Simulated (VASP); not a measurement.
Here is the system:

```xyz
5
Lattice="5.6544 0.0000 0.0000 0.0000 5.6544 0.0000 0.0000 0.0000 5.6544" Properties=species:S:1:pos:R:3 pbc="T T T"
Cs     0.0000     0.0000     0.0000
Pb     2.8272     2.8272     2.8272
Cl     2.8272     0.0000     2.8272
Cl     0.0000     2.8272     2.8272
Cl     2.8272     2.8272     0.0000
```

These are rev-vdW-DF2, VASP's PBE PAW potentials (set 64) (plane waves; VASP) values and carry that method's errors. Run with 520 eV cut-off, 5×5×5 Γ-centred mesh, tetrahedra with Blöchl corrections, potentials Cs_sv Pb_d Cl.

The cores are frozen, which limits the accuracy of field gradients.

Task: Give the principal components of the electric field gradient (V/Å²) and the asymmetry η at each nucleus.

Result: 
```
atom    Vxx    Vyy   Vzz     η
----  -----  -----  ----  ----
Cs1     0.0    0.0   0.0     -
Pb2     0.0    0.0   0.0     -
Cl3   -40.9  -40.9  81.9  0.00
Cl4   -40.9  -40.9  81.9  0.00
Cl5   -40.9  -40.9  81.9  0.00
```

The compound is CsPbCl3 in the cubic perovskite structure, the ideal cubic form; the compound distorts at low or room temperature. It was relaxed first.
